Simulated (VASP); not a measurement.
VASP runs on AsAu₃ (a trial cell in the D03 structure, space group Fm-3m) share one base input (PBE GGA, plane waves, VASP's PBE PAW potentials (set 64)) and change the settings named in each case.

INCAR:
```
# general
SYSTEM   =  AsAu3
PREC     =  Accurate
ENCUT    =  400
LREAL    =  .FALSE.
LASPH    =  .TRUE.   # aspherical one-centre terms

# electronic loop
EDIFF    =  1E-6
NELM     =  100   # most electronic steps
ALGO     =  Normal   # blocked Davidson
LMAXMIX  =  6   # l cut-off of mixed one-centre charges

# smearing
ISMEAR   =  0
SIGMA    =  0.05   # width (eV)

# functional
GGA      =  PE

# ions
ISIF     =  2   # forces and stress, cell fixed

# output
LWAVE    =  .FALSE.
LCHARG   =  .FALSE.
```

**KPOINTS**
```
Automatic
0
gamma
  5 5 5
0 0 0
```

POSCAR:
```
AsAu3
1
    0.0000000000     3.4412440000     3.4412440000
    3.4412440000     0.0000000000     3.4412440000
    3.4412440000     3.4412440000     0.0000000000
As Au
1 3
Direct
  0.0000000000   0.0000000000   0.0000000000
  0.5000000000   0.5000000000   0.5000000000
  0.2500000000   0.2500000000   0.2500000000
  0.7500000000   0.7500000000   0.7500000000
```

POTCAR, in this order: As Au (PBE.64 set). Program: vasp_std.

```
change       E(σ→0) (eV/atom)  pressure (GPa)  −TS (eV)  plane waves
-----------  ----------------  --------------  --------  -----------
base run              -3.2793           -8.43   -0.0123         1491
ENCUT = 150           -2.7124         -150.98   -0.0103          348
ENCUT = 200           -3.2264          -25.07   -0.0125          531
ENCUT = 250           -3.2884           -8.61   -0.0121          739
ENCUT = 350                 …               …         …         1243
ENCUT = 500           -3.2792           -8.43   -0.0123         2085
ENCUT = 800           -3.2789           -8.38   -0.0123         4279
```

Some entries are withheld; supply them.

- ENCUT = 350, E(σ→0) (eV/atom): -3.2794
- ENCUT = 350, pressure (GPa): -8.84
- ENCUT = 350, −TS (eV): -0.0122

Unless said otherwise, spin-orbit coupling is left out, though it shifts the bands of the heavy elements here.

Left out are runs that ran out of time, are held back, or changed the cell or the kind of run, fixed moments of cells without a moment, rows past the twelfth, gaps on odd meshes, pressures of charged cells and columns that move by less than the noise.

The structure was generated: AsAu3 was put into the D03 type (Fm-3m), which need not be its known phase. The cell was not relaxed at this level.
